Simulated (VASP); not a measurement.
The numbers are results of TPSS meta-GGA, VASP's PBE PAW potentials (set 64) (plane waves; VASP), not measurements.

The input files of a VASP run:

**KPOINTS**
```
Automatic mesh
0
Gamma
5 5 8
0 0 0
```

INCAR:
```
ALGO = Normal
EDIFF = 1E-7
ENCUT = 520
ISIF = 2
ISMEAR = -5
LASPH = .TRUE.
LCHARG = .FALSE.
LEFG = .TRUE.
LMAXMIX = 4
LMIXTAU = .TRUE.
LORBIT = 11
LREAL = .FALSE.
LWAVE = .FALSE.
METAGGA = TPSS
NEDOS = 601
NELM = 100
PREC = Accurate
SYSTEM = SnO2
```

File POSCAR:
```
SnO2
1
    4.8045718009     0.0000000000     0.0000000000
    0.0000000000     4.8045718009     0.0000000000
    0.0000000000     0.0000000000     3.2427729585
Sn O
2 4
Direct
  0.0000000000   0.0000000000   0.0000000000
  0.5000000000   0.5000000000   0.5000000000
  0.3063762501   0.3063762501   0.0000000000
  0.8063762501   0.1936237499   0.5000000000
  0.1936237499   0.8063762501   0.5000000000
  0.6936237499   0.6936237499   0.0000000000
```

KPOINTS_OPT:
```
k-points along high-symmetry lines
6
Line-mode
Reciprocal
  0.000000   0.000000   0.000000 ! GAMMA
  0.000000   0.500000   0.000000 ! X

  0.000000   0.500000   0.000000 ! X
  0.500000   0.500000   0.000000 ! M

  0.500000   0.500000   0.000000 ! M
  0.000000   0.000000   0.000000 ! GAMMA

  0.000000   0.000000   0.000000 ! GAMMA
  0.000000   0.000000   0.500000 ! Z

  0.000000   0.000000   0.500000 ! Z
  0.000000   0.500000   0.500000 ! R

  0.000000   0.500000   0.500000 ! R
  0.500000   0.500000   0.500000 ! A

  0.500000   0.500000   0.500000 ! A
  0.000000   0.000000   0.500000 ! Z

  0.000000   0.500000   0.000000 ! X
  0.000000   0.500000   0.500000 ! R

  0.500000   0.500000   0.000000 ! M
  0.500000   0.500000   0.500000 ! A
```

POTCAR, in this order: Sn_d O (PBE.64 set). Program: vasp_std.

What VASP printed:

File OUTCAR:
```
 ion  position               nearest neighbor table
   1  0.000  0.000  0.000-   3 2.08   6 2.08   5 2.09   4 2.09   4 2.09   5 2.09
   2  0.500  0.500  0.500-   4 2.08   5 2.08   3 2.09   6 2.09   3 2.09   6 2.09
   3  0.306  0.306  0.000-   1 2.08   2 2.09   2 2.09
   4  0.806  0.194  0.500-   2 2.08   1 2.09   1 2.09
   5  0.194  0.806  0.500-   2 2.08   1 2.09   1 2.09
   6  0.694  0.694  0.000-   1 2.08   2 2.09   2 2.09
  LATTYP: Found a simple tetragonal cell.
 ALAT       =     4.8045718009
 C/A-ratio  =     0.6749348522
 Subroutine PRICEL returns:
 Original cell was already a primitive cell.
 Subroutine GETGRP returns: Found 16 space group operations
The static configuration has the point symmetry D_2h.
 The point group associated with its full space group is D_4h.
The dynamic configuration has the point symmetry D_2h.
 Subroutine INISYM returns: Found 16 space group operations
 Subroutine IBZKPT returns following result:
 Found     30 irreducible k-points:

 Following reciprocal coordinates:
            Coordinates               Weight
  0.000000  0.000000  0.000000      1.000000
  0.200000  0.000000  0.000000      4.000000
  0.400000  0.000000  0.000000      4.000000
  0.200000  0.200000  0.000000      4.000000
  0.400000  0.200000  0.000000      8.000000
  0.400000  0.400000  0.000000      4.000000
  0.000000  0.000000  0.125000      2.000000
  0.200000  0.000000  0.125000      8.000000
  0.400000  0.000000  0.125000      8.000000
  0.200000  0.200000  0.125000      8.000000
  0.400000  0.200000  0.125000     16.000000
  0.400000  0.400000  0.125000      8.000000
  0.000000  0.000000  0.250000      2.000000
  0.200000  0.000000  0.250000      8.000000
  0.400000  0.000000  0.250000      8.000000
  0.200000  0.200000  0.250000      8.000000
  0.400000  0.200000  0.250000     16.000000
  0.400000  0.400000  0.250000      8.000000
  0.000000  0.000000  0.375000      2.000000
  0.200000  0.000000  0.375000      8.000000
  0.400000  0.000000  0.375000      8.000000
  0.200000  0.200000  0.375000      8.000000
  0.400000  0.200000  0.375000     16.000000
  0.400000  0.400000  0.375000      8.000000
  0.000000  0.000000  0.500000      1.000000
  0.200000  0.000000  0.500000      4.000000
  0.400000  0.000000  0.500000      4.000000
  0.200000  0.200000  0.500000      4.000000
  0.400000  0.200000  0.500000      8.000000
  0.400000  0.400000  0.500000      4.000000
   k-points           NKPTS =     30   k-points in BZ     NKDIM =     30   number of bands    NBANDS=     31
   number of dos      NEDOS =    601   number of ions     NIONS =      6
   total plane-waves  NPLWV =  31104
   dimension x,y,z NGX =    36 NGY =   36 NGZ =   24
   dimension x,y,z NGXF=    72 NGYF=   72 NGZF=   48
   ions per type =               2   4
   PREC   = accura    normal or accurate (medium, high low for compatibility)
   ISTART =      0    job   : 0-new  1-cont  2-samecut
   ICHARG =      2    charge: 1-file 2-atom 10-const
   ISPIN  =      1    spin polarized calculation?
   LNONCOLLINEAR =      F non collinear calculations
   LSORBIT =      F    spin-orbit coupling
   INIWAV =      1    electr: 0-lowe 1-rand  2-diag
   ENCUT  =  520.0 eV  38.22 Ry    6.18 a.u.   8.93  8.93  6.03*2*pi/ulx,y,z
   NELM   =    100;   NELMIN=  2; NELMDL= -5     # of ELM steps
   EDIFF  = 0.1E-06   stopping-criterion for ELM
   LREAL  =      F    real-space projection
   NLSPLINE    = F    spline interpolate recip. space projectors
   LMAXMIX     =    4 max onsite mixed and CHGCAR
   VOSKOWN=      0    Vosko Wilk Nusair interpolation
   EDIFFG = 0.1E-05   stopping-criterion for IOM
   NSW    =      0    number of steps for IOM
   NBLOCK =      1;   KBLOCK =      1    inner block; outer block
...
```

### OSZICAR
```
       N       E                     dE             d eps       ncg     rms          rms(c)
DAV:   1     0.674941767204E+03    0.67494E+03   -0.26717E+04  1988   0.264E+03
DAV:   2     0.102476455111E+03   -0.57247E+03   -0.55708E+03  1888   0.700E+02
DAV:   3    -0.467282645698E+01   -0.10715E+03   -0.10574E+03  2147   0.247E+02
DAV:   4    -0.100221792230E+02   -0.53494E+01   -0.53221E+01  2210   0.622E+01
DAV:   5    -0.101428876662E+02   -0.12071E+00   -0.12062E+00  2288   0.979E+00    0.196E+01
DAV:   6    -0.697762869948E+02   -0.59633E+02   -0.27942E+02  2104   0.145E+02    0.181E+01
DAV:   7    -0.660581317564E+02    0.37182E+01   -0.49525E+00  2693   0.318E+01    0.134E+01
DAV:   8    -0.671820040988E+02   -0.11239E+01   -0.84165E+01  2864   0.122E+02    0.155E+01
DAV:   9    -0.630509224028E+02    0.41311E+01   -0.19653E+01  2785   0.404E+01    0.493E+00
DAV:  10    -0.631252622756E+02   -0.74340E-01   -0.75533E-01  2014   0.569E+00    0.434E+00
DAV:  11    -0.628301128396E+02    0.29515E+00   -0.90759E-01  2683   0.998E+00    0.105E+00
DAV:  12    -0.628471366217E+02   -0.17024E-01   -0.20835E-01  2855   0.398E+00    0.272E-01
DAV:  13    -0.628523697306E+02   -0.52331E-02   -0.87600E-03  2126   0.707E-01    0.274E-01
DAV:  14    -0.628497716623E+02    0.25981E-02   -0.56241E-03  2581   0.121E+00    0.111E-01
DAV:  15    -0.628535077659E+02   -0.37361E-02   -0.53340E-03  2832   0.986E-01    0.132E-01
DAV:  16    -0.628528671554E+02    0.64061E-03   -0.11665E-03  2648   0.410E-01    0.409E-02
DAV:  17    -0.628532157022E+02   -0.34855E-03   -0.58610E-04  2174   0.197E-01    0.216E-02
DAV:  18    -0.628533211223E+02   -0.10542E-03   -0.22517E-05  2196   0.514E-02    0.166E-02
DAV:  19    -0.628533447379E+02   -0.23616E-04   -0.26997E-05  2381   0.366E-02    0.245E-03
DAV:  20    -0.628533510904E+02   -0.63525E-05   -0.20750E-06  2697   0.158E-02    0.147E-03
DAV:  21    -0.628533513483E+02   -0.25790E-06   -0.23805E-07  1738   0.790E-03    0.960E-04
DAV:  22    -0.628533521598E+02   -0.81153E-06   -0.32912E-07  1801   0.550E-03    0.114E-03
DAV:  23    -0.628533521227E+02    0.37065E-07   -0.98027E-08  1273   0.357E-03
   1 F= -.62853352E+02 E0= -.62853352E+02  d E =0.000000E+00
       N       E                     dE             ncg
       N       E                     dE             ncg
```

**OUTCAR**
```
------------------------ aborting loop because EDIFF is reached ----------------------------------------
  FORCE on cell =-STRESS in cart. coord.  units (eV):
  Direction    XX          YY          ZZ          XY          YZ          ZX
  --------------------------------------------------------------------------------------
  Total        0.0671700      0.0671700      0.0248105     -0.0000000      0.0000000      0.0000000
  in kB        1.4376730      1.4376730      0.5310318     -0.0000000      0.0000000      0.0000000
  external PRESSURE =       1.1354593 kB  Pullay stress =       0.0000000 kB
  volume of cell :       74.86
      direct lattice vectors                 reciprocal lattice vectors
     4.804571801  0.000000000  0.000000000     0.208135093  0.000000000  0.000000000
     0.000000000  4.804571801  0.000000000     0.000000000  0.208135093  0.000000000
     0.000000000  0.000000000  3.242772958     0.000000000  0.000000000  0.308378050
 POSITION                                       TOTAL-FORCE (eV/Angst)
 -----------------------------------------------------------------------------------
      0.00000      0.00000      0.00000        -0.000000      0.000000      0.000000
      2.40229      2.40229      1.62139        -0.000000      0.000000      0.000000
      1.47201      1.47201      0.00000        -0.003779     -0.003779     -0.000000
      3.87429      0.93028      1.62139        -0.003779      0.003779      0.000000
      0.93028      3.87429      1.62139         0.003779     -0.003779      0.000000
      3.33257      3.33257      0.00000         0.003779      0.003779      0.000000
 -----------------------------------------------------------------------------------
    total drift:                                0.000000      0.000000      0.000000
  FREE ENERGIE OF THE ION-ELECTRON SYSTEM (eV)
  ---------------------------------------------------
  free  energy   TOTEN  =       -62.8533521227 eV

  energy  without entropy=      -62.8533521227  energy(sigma->0) =      -62.85335212

 total charge

# of ion       s       p       d       tot
------------------------------------------
    1        0.821   1.042  10.347  12.210
    2        0.821   1.042  10.347  12.210
    3        1.544   3.481   0.000   5.025
    4        1.544   3.481   0.000   5.025
    5        1.544   3.481   0.000   5.025
    6        1.544   3.481   0.000   5.025
--------------------------------------------------
tot          7.817  16.009  20.694  44.520
```
(Selected blocks of OUTCAR.)

**OUTCAR**
```
 val. band max:        5.4700145682   @ k =   0.0000   0.0000   0.0000

 cond. band min:       6.3522709246   @ k =   0.0000   0.0000   0.0000


 Fermi energy:         5.5164206619

 k-point     1 :       0.0000    0.0000    0.0000
  band No.  band energies     occupation
      1     -15.7588      2.00000
      2     -14.9839      2.00000
      3     -14.7596      2.00000
      4     -14.7596      2.00000
      5     -14.7509      2.00000
      6     -14.6905      2.00000
      7     -14.6228      2.00000
      8     -14.5497      2.00000
      9     -14.5116      2.00000
     10     -14.5116      2.00000
     11     -13.6368      2.00000
     12     -11.9883      2.00000
     13     -11.9883      2.00000
     14     -10.3190      2.00000
     15      -2.4851      2.00000
     16       1.5709      2.00000
     17       1.5709      2.00000
     18       1.6651      2.00000
     19       2.4888      2.00000
     20       3.5275      2.00000
     21       3.5459      2.00000
     22       4.2314      2.00000
     23       4.2314      2.00000
     24       4.7387      2.00000
     25       4.7387      2.00000
     26       5.4700      2.00000
     27       6.3523      0.00000
     28      11.4129      0.00000
     29      11.6871      0.00000
     30      11.6871      0.00000
     31      15.9252      0.00000

 k-point     2 :       0.2000    0.0000    0.0000
  band No.  band energies     occupation
      1     -15.6999      2.00000
      2     -15.0608      2.00000
      3     -14.7578      2.00000
      4     -14.7578      2.00000
      5     -14.7517      2.00000
      6     -14.7285      2.00000
      7     -14.6151      2.00000
      8     -14.5558      2.00000
      9     -14.5142      2.00000
     10     -14.5140      2.00000
     11     -13.5240      2.00000
     12     -12.2092      2.00000
     13     -11.7720      2.00000
     14     -10.4151      2.00000
     15      -2.2228      2.00000
     16       0.8919      2.00000
     17       1.7378      2.00000
...
```

Unless said otherwise, spin-orbit coupling is left out, though it shifts the bands of the heavy elements here.

The compound is SnO2 in the rutile structure. It was relaxed first.
